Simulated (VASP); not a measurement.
# A VASP study of ZrC (PBEsol): structure first, properties next, part 2 of 4

Wanted: the relaxed cell of ZrC and its properties. The start is a cell from a database of measured crystal structures.

VASP 6.6.1; PBEsol; plane waves and PAW (Zr_sv, C).

Still holding for the runs below: The k-mesh is coarse for a metal.

So far. Step 2 (Relaxing cell and atoms (PBEsol)): It ends with forces that vanish by symmetry and a pressure of 0.00 GPa. The volume lies -3.7 % from that of the database's start, which holds the thermal and zero-point expansion of its experiment. Step 3 (Second relaxation): It ends with forces that vanish by symmetry and a pressure of 0.02 GPa. The volume moved by under 0.01 %: the run met its threshold at the first step.

The database entry behind the starting cell differs from later determinations by our own check (an axis about 0.7 % long against later determinations), so it need not match the best structure at ambient conditions.

## (4) Density, ELF and potential (PBEsol)

A single point on the relaxed cell gives a clean self-consistent state, with density, ELF and potential written out.

INCAR reads:

```
SYSTEM = ZrC
PREC = Accurate
ENCUT = 520
EDIFF = 1E-06
NELM = 100
ISMEAR = 0
SIGMA = 0.05
LREAL = .FALSE.
ALGO = Normal
GGA = PS
NBANDS = 14
LASPH = .TRUE.
LORBIT = 11
LWAVE = .FALSE.
LCHARG = .TRUE.
ISIF = 2
LELF = .TRUE.
LVHAR = .TRUE.
```

POSCAR reads:

```
ZrC
1.0
    0.0000000000      2.3357034427      2.3357034427
    2.3357034427      0.0000000000      2.3357034427
    2.3357034427      2.3357034427      0.0000000000
Zr C
1 1
Direct
    0.5000000000      0.5000000000      0.5000000000
    0.0000000000      0.0000000000      0.0000000000
```

KPOINTS reads:

```
Automatic mesh
0
Gamma
8 8 8
0 0 0
```

Potentials, in the order of the species: Zr_sv and C (PBE family, release 64).

Started as:

```console
mpirun -np 2 vasp_std
```

The program printed:

```text
[banner, memory and clock lines left out]
running    2 mpi-ranks, on    1 nodes
 distrk:  each k-point on    2 cores,    1 groups
 distr:  one band on    1 cores,    2 groups

 POSCAR found type information on POSCAR ZrC
 POSCAR found :  2 types and       2 ions
 [... a notice as in an earlier step ...]

 LDA part: xc-table for (Slater+PW92), standard interpolation
 POSCAR, INCAR and KPOINTS ok, starting setup
 FFT: planning ... GRIDC
 FFT: planning ... GRID_SOFT
 FFT: planning ... GRID
 WAVECAR not read
 entering main loop
       N       E                     dE             d eps       ncg     rms          rms(c)
DAV:   1     0.960468410597E+02    0.96047E+02   -0.85740E+03   812   0.115E+03
[... 4 cycles as in an earlier step ...]
DAV:   6    -0.207040981666E+02    0.30760E+01   -0.69903E+00   940   0.233E+01    0.806E+00
DAV:   7    -0.205934286427E+02    0.11067E+00   -0.43874E-01   942   0.569E+00    0.663E+00
DAV:   8    -0.205912561144E+02    0.21725E-02   -0.25923E-01   938   0.398E+00    0.392E+00
DAV:   9    -0.205701037377E+02    0.21152E-01   -0.59632E-02   920   0.174E+00    0.378E-01
DAV:  10    -0.205706006475E+02   -0.49691E-03   -0.21901E-03  1122   0.485E-01    0.475E-01
DAV:  11    -0.205703042986E+02    0.29635E-03   -0.96199E-04   914   0.249E-01    0.511E-02
DAV:  12    -0.205703009129E+02    0.33857E-05   -0.19546E-05  1036   0.322E-02    0.904E-03
DAV:  13    -0.205703005389E+02    0.37393E-06   -0.75735E-07   630   0.684E-03
   1 F= -.20570301E+02 E0= -.20569915E+02  d E =-.771788E-03
```

It took 4.4 s on 2 MPI ranks of Intel Xeon 6975P-C (Granite Rapids), shared host; peak memory 0.26 GiB; 7.7 s of CPU time.

From OUTCAR (step 4):

```text
The static configuration has the point symmetry O_h .

 Found     29 irreducible k-points:

   NELECT =      16.0000    total number of electrons

 E-fermi :   9.6418

  Total        0.0039066      0.0039066      0.0039066     -0.0000000     -0.0000000      0.0000000
  in kB        0.2455992      0.2455992      0.2455992     -0.0000000     -0.0000000      0.0000000
  external PRESSURE =       0.2455992 kB  Pullay stress =       0.0000000 kB

 POSITION                                       TOTAL-FORCE (eV/Angst)
 -----------------------------------------------------------------------------------
      2.33570      2.33570      2.33570        -0.000000     -0.000000     -0.000000
      0.00000      0.00000      0.00000         0.000000      0.000000      0.000000
 -----------------------------------------------------------------------------------
    total drift:                                0.000000      0.000000      0.000000

  FREE ENERGIE OF THE ION-ELECTRON SYSTEM (eV)
  ---------------------------------------------------
  free  energy   TOTEN  =       -20.5703005389 eV

  energy  without entropy=      -20.5695287512  energy(sigma->0) =      -20.56991465

[... 16 parts as in an earlier step ...]
```

This step gave:

- SCF cycles: 13

Valence electrons inside each PAW sphere by angular momentum. Sphere charges, by row:

```
atom  s (e)  p (e)  d (e)  tot (e)
 Zr1   2.18  6.045  1.664     9.89
  C2  0.882  1.472      0    2.354
```

Valence density in the ac plane of the conventional cell at fractional y = 0.000, with atoms of Zr and C within 0.2 Å of it. It is the smooth field of the valence electrons, not physical close to the nuclei.

Ten even steps from '_' (0.2 e/Å³) to '@' (5.6 e/Å³), each cell a mean:
```
::::..__..==%%@@**::____..::
....______..====::________..
______________..____________
..__________________________
==::________......______..--
%%**::____..::::::____..==%%
@@##::____..::::::..__..++@@
##==..____..::::..______--**
::..__________..__________::
____________________________
____________..::..__________
::..______::**##==..____..::
::::..__..++@@@@##::____..::
```
Columns run along a (4.7 Å), rows up along c (4.7 Å), edges of the conventional cell, whose origin can differ from the input's. Atoms in or near the plane, at fractional coordinates: Zr at (0.50, 0.00), Zr at (0.00, 0.50), C at (0.00, 0.00), C at (0.50, 0.50).

Electrostatic potential energy in the ac plane of the conventional cell at fractional y = 0.000, with atoms of Zr and C within 0.2 Å of it. With pseudopotentials it is smooth inside the atoms' cores, unlike the true potential.

Ten even steps from '_' (-67 eV) to '@' (0 eV), each cell a mean:
```
====@@@@**::____..==%%@@##--
**%%@@@@%%++::::--**@@@@@@##
@@@@@@@@@@%%####%%@@@@@@@@@@
##%%@@@@@@@@@@@@@@@@@@@@%%##
::==##@@@@@@####%%@@@@%%++--
__..==%%@@##--====@@@@**::__
____--%%@@**==##--%%@@**::__
__::++@@@@%%====**@@@@##--..
==**%%@@@@@@@@%%@@@@@@@@##++
%%@@@@@@@@@@@@%%@@@@@@@@@@%%
@@@@@@@@@@##++==**%%@@@@@@@@
==**@@@@##--..__::++@@@@%%++
##--%%@@**::______==%%@@**==
```
Columns run along a (4.7 Å; values clipped at the 3rd and 97th percentile), rows up along c (4.7 Å), edges of the conventional cell, whose origin can differ from the input's. Atoms in or near the plane, at fractional coordinates: Zr at (0.50, 0.00), Zr at (0.00, 0.50), C at (0.00, 0.00), C at (0.50, 0.50).

ELF in the ac plane of the conventional cell at fractional y = 0.000, with atoms of Zr and C within 0.2 Å of it. It is the smooth field of the valence electrons, not physical close to the nuclei.

Ten even steps from '_' (0.14) to '@' (0.80), each cell a mean:
```
--%%@@----@@@@@@@@**..**@@==
@@@@%%::__++%%@@##::__++@@@@
++++--..__..----..____--==++
--::____::==++++==--..____::
%%##::__++@@@@%%@@%%::__++%%
@@@@**..**@@++--##@@----@@@@
%%@@##::**@@::__**@@--==@@@@
@@@@++..**@@##**@@%%--::##@@
**==____==##%%%%%%**::__::++
::::..__....::::::..____..::
%%##**::__::++**==____==##%%
##@@%%--::##@@@@@@++..**@@%%
__**@@--==@@@@%%@@##::**@@::
```
Columns run along a (4.7 Å), rows up along c (4.7 Å), edges of the conventional cell, whose origin can differ from the input's. Atoms in or near the plane, at fractional coordinates: Zr at (0.50, 0.00), Zr at (0.00, 0.50), C at (0.00, 0.00), C at (0.50, 0.50).

In this run the pressure is 0.02 GPa, small enough to go on.

## (5) Band structure (PBEsol)

The mesh alone shows little of the dispersion and can miss band extrema, so KPOINTS_OPT adds a path through the symmetry points after the self-consistent cycle.

INCAR reads:

```
SYSTEM = ZrC
PREC = Accurate
ENCUT = 520
EDIFF = 1E-06
NELM = 100
ISMEAR = 0
SIGMA = 0.05
LREAL = .FALSE.
ALGO = Normal
GGA = PS
NBANDS = 20
LASPH = .TRUE.
LORBIT = 11
LWAVE = .FALSE.
LCHARG = .FALSE.
KPAR = 2
```

POSCAR is that of step 4.

KPOINTS is that of step 4.

KPOINTS_OPT reads:

```
Line mode
16
Line-mode
Reciprocal
  0.00000000   0.00000000   0.00000000 GAMMA
  0.50000000   0.00000000   0.50000000 X

  0.50000000   0.00000000   0.50000000 X
  0.50000000   0.25000000   0.75000000 W

  0.50000000   0.25000000   0.75000000 W
  0.37500000   0.37500000   0.75000000 K

  0.37500000   0.37500000   0.75000000 K
  0.00000000   0.00000000   0.00000000 GAMMA

  0.00000000   0.00000000   0.00000000 GAMMA
  0.50000000   0.50000000   0.50000000 L

  0.50000000   0.50000000   0.50000000 L
  0.62500000   0.25000000   0.62500000 U

  0.62500000   0.25000000   0.62500000 U
  0.50000000   0.25000000   0.75000000 W

  0.50000000   0.25000000   0.75000000 W
  0.50000000   0.50000000   0.50000000 L

  0.50000000   0.50000000   0.50000000 L
  0.37500000   0.37500000   0.75000000 K

  0.62500000   0.25000000   0.62500000 U
  0.50000000   0.00000000   0.50000000 X
```

Started as:

```console
mpirun -np 2 vasp_std
```

The program printed:

```text
[... set-up lines as in an earlier step ...]
 entering main loop
       N       E                     dE             d eps       ncg     rms          rms(c)
DAV:   1     0.103421344176E+03    0.10342E+03   -0.79548E+03  1160   0.809E+02
DAV:   2    -0.179202982892E+02   -0.12134E+03   -0.11368E+03  1352   0.239E+02
DAV:   3    -0.236022702655E+02   -0.56820E+01   -0.55604E+01  1760   0.425E+01
DAV:   4    -0.237790410582E+02   -0.17677E+00   -0.17665E+00  1448   0.545E+00
DAV:   5    -0.237800676254E+02   -0.10266E-02   -0.10265E-02  1488   0.403E-01    0.216E+01
DAV:   6    -0.207055444299E+02    0.30745E+01   -0.27949E+00  1388   0.163E+01    0.809E+00
DAV:   7    -0.205954484874E+02    0.11010E+00   -0.36083E-01  1368   0.417E+00    0.662E+00
DAV:   8    -0.205865505009E+02    0.88980E-02   -0.16531E-01  1432   0.277E+00    0.371E+00
DAV:   9    -0.205709156128E+02    0.15635E-01   -0.17557E-02  1276   0.910E-01    0.684E-01
DAV:  10    -0.205703644181E+02    0.55119E-03   -0.17069E-03  1408   0.299E-01    0.263E-01
DAV:  11    -0.205703009421E+02    0.63476E-04   -0.15373E-04  1532   0.835E-02    0.172E-02
DAV:  12    -0.205703003096E+02    0.63248E-06   -0.39194E-06  1344   0.149E-02
   1 F= -.20570300E+02 E0= -.20569914E+02  d E =-.772030E-03
 Start KPOINTS_OPT (optional k-point list driver)
k-point batch [1-29\160]
       N       E                     dE             ncg
DAV:   1     0.134173861022E+03   -0.14738E+05     1160
DAV:   2    -0.343301837775E+04   -0.35672E+04     1332
DAV:   3    -0.359936403487E+04   -0.16635E+03     1776
DAV:   4    -0.360536583792E+04   -0.60018E+01     1360
DAV:   5    -0.360545384042E+04   -0.88003E-01     1408
DAV:   6    -0.360545628479E+04   -0.24444E-02     1404
DAV:   7    -0.360545629908E+04   -0.14290E-04     1448
DAV:   8    -0.360545629937E+04   -0.28444E-06     1048
[...]
k-point batch [146-160\160]
       N       E                     dE             ncg
DAV:   1     0.101194379241E+05   -0.10681E+05      600
DAV:   2     0.829710304202E+04   -0.18223E+04      700
DAV:   3     0.821183161826E+04   -0.85271E+02      992
DAV:   4     0.820997331966E+04   -0.18583E+01      656
DAV:   5     0.820995595935E+04   -0.17360E-01      764
DAV:   6     0.820995563082E+04   -0.32853E-03      680
DAV:   7     0.820995562286E+04   -0.79610E-05      816
DAV:   8     0.820995562268E+04   -0.17819E-06      488
```

The job ended after 16 s (2 MPI ranks; peak memory 0.3 GiB).

OUTCAR, selected parts (step 5):

```text
   k-points           NKPTS =     29   k-points in BZ     NKDIM =     29   number of bands    NBANDS=     20

   NELECT =      16.0000    total number of electrons

 E-fermi :   9.6418

 k-point     1 :       0.0000    0.0000    0.0000
  band No.  band energies     occupation
      1     -38.1963      2.00000
      2     -15.9246      2.00000
      3     -15.9246      2.00000
      4     -15.9246      2.00000
      5      -1.6360      2.00000
      6      10.6678      0.00000
      7      10.6678      0.00000
      8      10.6678      0.00000
      9      10.7698      0.00000
     10      10.7698      0.00000
    ...

  Total        0.0032813      0.0032813      0.0032813      0.0000000      0.0000000      0.0000000
  in kB        0.2062900      0.2062900      0.2062900      0.0000000      0.0000000      0.0000000
  external PRESSURE =       0.2062900 kB  Pullay stress =       0.0000000 kB

  FREE ENERGIE OF THE ION-ELECTRON SYSTEM (eV)
  ---------------------------------------------------
  free  energy   TOTEN  =       -20.5703003096 eV

  energy  without entropy=      -20.5695282797  energy(sigma->0) =      -20.56991429

[... 8 parts as in an earlier step ...]

[... 9 further parts left out ...]
```

Numbers from this step:

| Item | Value |
| --- | --- |
| SCF cycles | 12 |
| bands | 20 |
| pressure | 0.02063 GPa |

The electronic bands at the labelled points (eV, zero at the Fermi level; # counts the bands kept, so #1 is VASP's band 5):

```
          point      #1     #2     #3     #4     #5    #6    #7    #8
              Γ  -11.28   1.03   1.03   1.03   1.13  1.13  1.13  2.92
0.47 of the way  -10.09  -3.15  -0.48  -0.31  -0.31  3.60  4.57  4.57
              X  -10.11  -1.96  -1.81   0.16   0.16  4.63  5.88  5.88
0.47 of the way   -9.81  -2.12  -2.09  -1.28   1.14  5.35  5.87  5.88
              W   -9.38  -2.62  -2.30  -2.30   3.40  3.40  5.89  7.28
0.53 of the way   -9.42  -2.89  -2.24  -1.88   2.16  4.50  5.80  7.34
              K   -9.45  -3.04  -2.22  -1.52   1.56  5.05  5.58  7.61
0.53 of the way   -9.72  -3.14  -2.15  -1.65   2.23  3.47  4.08  5.30
              Γ  -11.28   1.03   1.03   1.03   1.13  1.13  1.13  2.92
0.53 of the way   -9.81  -2.97  -1.89  -1.89   2.82  2.82  3.00  7.33
              L   -8.06  -5.34  -2.94  -2.94   4.67  4.67  5.52  6.62
0.53 of the way   -8.72  -4.41  -2.52  -2.42   3.20  4.63  5.14  8.32
              U   -9.45  -3.04  -2.22  -1.52   1.56  5.05  5.58  7.61
0.53 of the way   -9.41  -2.86  -2.25  -1.95   2.31  4.37  5.82  7.29
              W   -9.38  -2.62  -2.30  -2.30   3.40  3.40  5.89  7.28
0.53 of the way   -8.72  -4.39  -2.52  -2.44   3.54  4.03  5.42  8.33
              L   -8.06  -5.34  -2.94  -2.94   4.67  4.67  5.52  6.62
0.53 of the way   -8.72  -4.41  -2.52  -2.42   3.20  4.63  5.14  8.32
              K   -9.45  -3.04  -2.22  -1.52   1.56  5.05  5.58  7.61
      jump to U   -9.45  -3.04  -2.22  -1.52   1.56  5.05  5.58  7.61
0.47 of the way   -9.90  -2.18  -2.05  -0.55   0.51  5.63  5.72  5.81
              X  -10.11  -1.96  -1.81   0.16   0.16  4.63  5.88  5.88
```

Of the projections kept (Zr, C), the largest for each band there; the rest of the weight can lie on other orbitals:

```
point      #1       #2       #3       #4       #5       #6       #7       #8
    Γ  C 0.71   C 0.96   C 0.96   C 0.96  Zr 1.00  Zr 1.00  Zr 1.00  Zr 1.00
    X  C 0.69   C 0.66  Zr 1.00   C 0.86   C 0.86  Zr 1.00  Zr 1.00  Zr 1.00
    W  C 0.72   C 0.51  Zr 0.57  Zr 0.57  Zr 0.69  Zr 0.69  Zr 1.00  Zr 0.94
    K  C 0.72  Zr 0.62   C 0.53   C 0.53  Zr 0.70  Zr 1.00  Zr 0.81  Zr 0.83
    Γ  C 0.71   C 0.96   C 0.96   C 0.96  Zr 1.00  Zr 1.00  Zr 1.00  Zr 1.00
    L  C 0.84  Zr 0.63  Zr 0.59  Zr 0.59  Zr 0.96  Zr 0.96  Zr 0.75  Zr 0.57
```

The electronic bands as a text plot (rows in eV, shown from -8.0 to 2.9 only):

```
    2.7 |            *       * *  *  **      *   *
    2.2 | *            * *      *   **          *           *
    1.8 |           *   *     **   **         **             *
    1.3 |*                      ****
    0.9 |**        *             **                           *
    0.4 |* *      *              * *                           *
    0.0 | *** *****             *  *                            *
   -0.5 |   **                  *   *                          *
   -0.9 | *  **    *           *    *                         *
   -1.4 |      *        *     **     *         *
   -1.9 |  *    *****  * *   ***     **       * *           ** **
   -2.3 |       *   **********         *    **********     *****
   -2.8 |   *  *      **    * *       * *****   ***   *****   *
   -3.2 |    **         **                    **   *         *
   -3.7 |                 *  *                      *       *
   -4.1 |                  **          *     *
   -4.6 |                               *   *        *     *
   -5.0 |                                * *          ** **
   -5.5 |                                 *             *
   -6.0 |
   -6.4 |
   -6.9 |
   -7.3 |
   -7.8 |
         Γ       X    W  K        Γ      L     U  W     L   K|U X
```

There is no gap at this level.

Of the bands kept, 4 cross the Fermi level on this path.

(Part 2 of 4 ends here.)

[Lines on the potential files, build, host, timing and source positions are cut from VASP's logs without a mark.]

[Logs are printed without paths, hosts, clocks, repeated set-up lines and the standing remarks that a program may print on its own settings, such as how far it seeks lower states.]

[Hosts, paths, dates, database ids (printed as entryN), source tags and the programs' standing remarks are cut or masked in the printed files.]

[A measured line is paired with the nearest computed mode of its activity, which favours agreement.]
